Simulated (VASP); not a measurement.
# MoI (F-43m) in VASP: a series of runs, part 2 of 2

VASP 6.6.1. The steps go on from the part before.

**3. Band structure, PW91**

The input, INCAR:

```
PREC = Accurate
ENCUT = 520
EDIFF = 1E-6
ISMEAR = -1
SIGMA = 0.05
LREAL = F
LASPH = T
NELM = 100
ALGO = Fast
ISIF = 2
LWAVE = F
LCHARG = F
LMAXMIX = 4
GGA = 91
```

The input, KPOINTS:

```
Automatic mesh
0
Gamma
  7 7 7
```

The input, POSCAR:

```
MoI
1.0
    0.0000000000      3.1788513800      3.1788513800
    3.1788513800      0.0000000000      3.1788513800
    3.1788513800      3.1788513800      0.0000000000
Mo I
1 1
Direct
    0.0000000000      0.0000000000      0.0000000000
    0.7500000000      0.7500000000      0.7500000000
```

The input, KPOINTS_OPT:

```
path GXWKGLUWLK,UX
20
line-mode
reciprocal
 0.0000000000  0.0000000000  0.0000000000  G
 0.5000000000  0.0000000000  0.5000000000  X

 0.5000000000  0.0000000000  0.5000000000  X
 0.5000000000  0.2500000000  0.7500000000  W

 0.5000000000  0.2500000000  0.7500000000  W
 0.3750000000  0.3750000000  0.7500000000  K

 0.3750000000  0.3750000000  0.7500000000  K
 0.0000000000  0.0000000000  0.0000000000  G

 0.0000000000  0.0000000000  0.0000000000  G
 0.5000000000  0.5000000000  0.5000000000  L

 0.5000000000  0.5000000000  0.5000000000  L
 0.6250000000  0.2500000000  0.6250000000  U

 0.6250000000  0.2500000000  0.6250000000  U
 0.5000000000  0.2500000000  0.7500000000  W

 0.5000000000  0.2500000000  0.7500000000  W
 0.5000000000  0.5000000000  0.5000000000  L

 0.5000000000  0.5000000000  0.5000000000  L
 0.3750000000  0.3750000000  0.7500000000  K

 0.6250000000  0.2500000000  0.6250000000  U
 0.5000000000  0.0000000000  0.5000000000  X
```

Potentials or basis: VASP PAW PBE potentials, release 64 (Mo_sv, I).

Started as:

```sh
$ cat potpaw_PBE.64/Mo_sv/POTCAR potpaw_PBE.64/I/POTCAR > POTCAR
$ mpirun -np 1 vasp_std > vasp.out
```

OUTCAR:

```text
PREC = Accurate
   ENCUT = 520
   EDIFF = 1E-6
   ISMEAR = -1
   LREAL = F
   LASPH = T
   NELM = 100
   ISIF = 2
   GGA = 91

 ion  position               nearest neighbor table
   1  0.000  0.000  0.000-   2 2.75   2 2.75   2 2.75   2 2.75
   2  0.750  0.750  0.750-   1 2.75   1 2.75   1 2.75   1 2.75

  LATTYP: Found a face centered cubic cell.
 ALAT       =     6.3577027600

  Lattice vectors:

[... 519 lines left out ...]
     13       6.8443      0.00000
     14      10.5262      0.00000

------------------------ aborting loop because EDIFF is reached ----------------------------------------

  FORCE on cell =-STRESS in cart. coord.  units (eV):
  Direction    XX          YY          ZZ          XY          YZ          ZX
  --------------------------------------------------------------------------------------
  -------------------------------------------------------------------------------------
  Total       -2.9213141     -2.9213141     -2.9213141      0.0000000      0.0000000      0.0000000
  in kB      -72.8531214    -72.8531214    -72.8531214      0.0000000      0.0000000      0.0000000
  external PRESSURE =     -72.8531214 kB  Pullay stress =       0.0000000 kB

 VOLUME and BASIS-vectors are now :
 -----------------------------------------------------------------------------
  energy-cutoff  :      520.00
  volume of cell :       64.25
      direct lattice vectors                 reciprocal lattice vectors
     0.000000000  3.178851380  3.178851380    -0.157289518  0.157289518  0.157289518
     3.178851380  0.000000000  3.178851380     0.157289518 -0.157289518  0.157289518
     3.178851380  3.178851380  0.000000000     0.157289518  0.157289518 -0.157289518

 POSITION                                       TOTAL-FORCE (eV/Angst)
 -----------------------------------------------------------------------------------
      0.00000      0.00000      0.00000        -0.000000     -0.000000     -0.000000
      4.76828      4.76828      4.76828         0.000000      0.000000      0.000000
 -----------------------------------------------------------------------------------
    total drift:                               -0.000000     -0.000000     -0.000000

  FREE ENERGIE OF THE ION-ELECTRON SYSTEM (eV)
  ---------------------------------------------------
  free  energy   TOTEN  =        -9.4814354735 eV

  energy  without entropy=       -9.4431723830  energy(sigma->0) =       -9.46230393
```

stdout:

```text
POSCAR found type information on POSCAR MoI
 POSCAR found :  2 types and       2 ions
 scaLAPACK will be used
 -----------------------------------------------------------------------------
|                                                                             |
|                                                                             |
|     You enforced a specific xc type in the INCAR file but a different       |
|     I HOPE YOU KNOW WHAT YOU ARE DOING!                                     |
|                                                                             |
 -----------------------------------------------------------------------------

 LDA part: xc-table for (Slater(with rela. corr.)+CA(PZ))
 , standard interpolation
 POSCAR, INCAR and KPOINTS ok, starting setup
 FFT: planning ... GRIDC
 FFT: planning ... GRID_SOFT
 FFT: planning ... GRID
 WAVECAR not read
 entering main loop
 Start KPOINTS_OPT (optional k-point list driver)
k-point batch [1-20\200]
k-point batch [21-40\200]
k-point batch [41-60\200]
k-point batch [61-80\200]
k-point batch [81-100\200]
k-point batch [101-120\200]
k-point batch [121-140\200]
k-point batch [141-160\200]
k-point batch [161-180\200]
k-point batch [181-200\200]
```

Wall time 83 s (1 thread of AMD EPYC 9R45 (Zen 5), shared host); peak memory 0.18 GiB.

What came out:

```
Free energy             : -9.4814 eV
Pressure                : -7.3 GPa
Band gap along the path : none (metal or under the smearing width)
```

Levels at the corners of the path, in eV from the Fermi level:
| point | band 8 | band 9 | band 10 | band 11 | band 12 | band 13 | band 14 |
| --- | --- | --- | --- | --- | --- | --- | --- |
| Γ | -4.88 | -0.43 | -0.43 | 0.50 | 2.49 | 2.49 | 2.49 |
| X | -4.54 | -1.03 | -0.37 | 0.05 | 0.30 | 0.30 | 3.95 |
| X | -4.54 | -1.03 | -0.37 | 0.05 | 0.30 | 0.30 | 3.95 |
| W | -4.56 | -1.12 | -0.65 | -0.04 | 0.49 | 1.12 | 5.09 |
| W | -4.56 | -1.12 | -0.65 | -0.04 | 0.49 | 1.12 | 5.12 |
| K | -4.58 | -1.11 | -0.29 | -0.26 | 0.67 | 0.81 | 4.31 |
| K | -4.58 | -1.11 | -0.29 | -0.26 | 0.67 | 0.81 | 4.31 |
| Γ | -4.88 | -0.43 | -0.43 | 0.50 | 2.49 | 2.49 | 2.49 |
| Γ | -4.88 | -0.43 | -0.43 | 0.50 | 2.49 | 2.49 | 2.49 |
| L | -4.71 | -0.27 | -0.27 | -0.24 | 1.18 | 1.18 | 2.48 |
| L | -4.71 | -0.27 | -0.27 | -0.24 | 1.18 | 1.18 | 2.48 |
| U | -4.58 | -1.11 | -0.29 | -0.26 | 0.67 | 0.81 | 4.31 |
| U | -4.58 | -1.11 | -0.29 | -0.26 | 0.67 | 0.81 | 4.31 |
| W | -4.56 | -1.12 | -0.65 | -0.04 | 0.49 | 1.12 | 5.09 |
| W | -4.56 | -1.12 | -0.65 | -0.04 | 0.49 | 1.12 | 5.10 |
| L | -4.71 | -0.27 | -0.27 | -0.24 | 1.18 | 1.18 | 2.48 |
| L | -4.71 | -0.27 | -0.27 | -0.24 | 1.18 | 1.18 | 2.48 |
| K | -4.58 | -1.11 | -0.29 | -0.26 | 0.67 | 0.81 | 4.31 |
| U | -4.58 | -1.11 | -0.29 | -0.26 | 0.67 | 0.81 | 4.31 |
| X | -4.54 | -1.03 | -0.37 | 0.05 | 0.30 | 0.30 | 3.95 |

Caveat: the PAW data sets were made with another functional, which shifts forces and pressure a little; spin-orbit coupling is left out, which moves the levels of the heavy elements; an odd number of electrons without spin polarisation forces a metal; a magnetic or distorted state may lie lower.

**4. Band structure, r2SCAN**

Changes to INCAR since step 3:

```diff
@@ -8,3 +8,3 @@
 NELM = 100
-ALGO = Fast
+ALGO = Normal
 ISIF = 2
@@ -13,2 +13,3 @@
 LMAXMIX = 4
-GGA = 91
+METAGGA = R2SCAN
+LMIXTAU = T
```

KPOINTS is that of step 3.

POSCAR is that of step 3.

KPOINTS_OPT is that of step 3.

Started as:

```sh
$ cat potpaw_PBE.64/Mo_sv/POTCAR potpaw_PBE.64/I/POTCAR > POTCAR
$ mpirun -np 1 vasp_std > vasp.out
```

Wall time 5.9 min (1 thread of AMD EPYC 9R45 (Zen 5), shared host); peak memory 0.19 GiB.

Results (log left out):

```yaml
Free_energy: -47.5585 eV
Pressure: -8.1 GPa
Band_gap_along_the_path: none (metal or under the smearing width)
```

Levels at the corners of the path, in eV from the Fermi level:
```tsv
point	band 7	band 8	band 9	band 10	band 11	band 12	band 13	band 14
Γ	-5.19	-5.19	-0.59	-0.59	0.76	2.72	2.72	2.72
X	-4.88	-4.88	-0.92	-0.46	-0.08	0.49	0.49	4.21
X	-4.88	-4.88	-0.92	-0.46	-0.08	0.49	0.49	4.21
W	-5.67	-4.91	-1.01	-0.65	-0.16	0.71	1.19	5.30
W	-5.67	-4.91	-1.01	-0.65	-0.16	0.71	1.19	5.31
K	-5.33	-4.92	-1.01	-0.34	-0.30	0.83	0.92	4.54
K	-5.33	-4.92	-1.01	-0.34	-0.30	0.83	0.92	4.54
Γ	-5.19	-5.19	-0.59	-0.59	0.76	2.72	2.72	2.72
Γ	-5.19	-5.19	-0.59	-0.59	0.76	2.72	2.72	2.72
L	-5.04	-5.04	-0.37	-0.37	-0.08	1.36	1.36	2.74
L	-5.04	-5.04	-0.37	-0.37	-0.08	1.36	1.36	2.74
U	-5.33	-4.92	-1.01	-0.34	-0.30	0.83	0.92	4.54
U	-5.33	-4.92	-1.01	-0.34	-0.30	0.83	0.92	4.54
W	-5.67	-4.91	-1.01	-0.65	-0.16	0.71	1.19	5.31
W	-5.67	-4.91	-1.01	-0.65	-0.16	0.71	1.19	5.31
L	-5.04	-5.04	-0.37	-0.37	-0.08	1.36	1.36	2.74
L	-5.04	-5.04	-0.37	-0.37	-0.08	1.36	1.36	2.74
K	-5.33	-4.92	-1.01	-0.34	-0.30	0.83	0.92	4.54
U	-5.33	-4.92	-1.01	-0.34	-0.30	0.83	0.92	4.54
X	-4.88	-4.88	-0.92	-0.46	-0.08	0.49	0.49	4.21
```

Caveat: the PAW data sets were made with another functional, which shifts forces and pressure a little; spin-orbit coupling is left out, which moves the levels of the heavy elements; an odd number of electrons without spin polarisation forces a metal; a magnetic or distorted state may lie lower.

**5. Overview**

| level | further INCAR settings | pressure (GPa) |
| --- | --- | --- |
| AM05 | ALGO = Fast; EDIFF = 1e-06 | -9.9 |
| PW91 | ALGO = Fast; EDIFF = 1e-06 | -7.3 |
| r2SCAN | ALGO = Normal; EDIFF = 1e-06 | -8.1 |

Alike in all rows: task band structure; potentials or basis VASP PAW PBE potentials, release 64 (Mo_sv, I); no spin polarisation; cell as given; k mesh 7 × 7 × 7; cutoff (eV) 520; smearing fermi-dirac 0.05 eV.

The pressure there spans -9.9 GPa (AM05) to -7.3 GPa (PW91); a positive pressure means that this level wants a larger cell, a negative one a smaller.

Caveats: the PAW data sets were made with another functional, which shifts forces and pressure a little; spin-orbit coupling is left out, which moves the levels of the heavy elements; an odd number of electrons without spin polarisation forces a metal; a magnetic or distorted state may lie lower.

Total energies depend on the potentials used, so only differences within one code and one set of settings carry meaning.
